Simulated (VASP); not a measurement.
Crystal: WSe2.

```
W Se
1.0
     3.29000    0.00000    0.00000
    -1.64500    2.84922    0.00000
     0.00000    0.00000   12.97000
W Se
2 4
Cartesian
  0.0000 1.8995 3.2425
  1.6450 0.9497 9.7275
  0.0000 1.8995 8.0544
  1.6450 0.9497 1.5694
  0.0000 1.8995 11.4006
  1.6450 0.9497 4.9156
```

- Program: VASP 6.6.1
- Task: relaxation of cell and atoms
- Functional: LDA
- Potentials or basis: VASP PAW LDA potentials, release 64 (W_sv, Se)
- Cutoff: 600 eV
- k mesh: 9 × 9 × 2
- Occupations: gaussian, width 0.03 eV
- Spin: no spin polarisation

At the start: pressure -3.3 GPa; volume 20.26 Å³/atom.

Where does the relaxation end?

Over 11 steps the energy falls by 5.4 meV/atom and the volume is 19.62 Å³/atom (-3.2 %); space group P6_3/mmc (No. 194, to 0.05 Å).

Step by step:
| step | energy change (eV) | largest force (eV/Å) | pressure (GPa) | volume (Å³) |
| --- | --- | --- | --- | --- |
| 1 | 0.0000 | 0.2611 | -3.28 | 121.58 |
| 2 | 0.0947 | 1.0276 | 7.47 | 114.42 |
| 3 | -0.0273 | 0.1251 | -0.14 | 119.22 |
| 4 | -0.0273 | 0.1335 | -0.08 | 119.17 |
| 5 | -0.0312 | 0.0314 | -0.03 | 118.66 |
| 6 | -0.0311 | 0.0279 | -0.03 | 118.64 |
| 7 | -0.0314 | 0.0212 | -0.04 | 118.58 |
| 8 | -0.0319 | 0.0030 | -0.13 | 118.39 |
| 9 | -0.0322 | 0.0332 | -0.30 | 118.00 |
| 10 | -0.0323 | 0.0269 | -0.24 | 117.93 |
| 11 | -0.0324 | 0.0058 | -0.05 | 117.69 |

Final structure:
```
CELL_PARAMETERS angstrom
3.25554 0.00000 0.00000
-1.62777 2.81938 0.00000
0.00000 0.00000 12.82276
ATOMIC_POSITIONS crystal
W 0.33333 0.66667 0.25000
W 0.66667 0.33333 0.75000
Se 0.33333 0.66667 0.61973
Se 0.66667 0.33333 0.11973
Se 0.33333 0.66667 0.88027
Se 0.66667 0.33333 0.38027
```
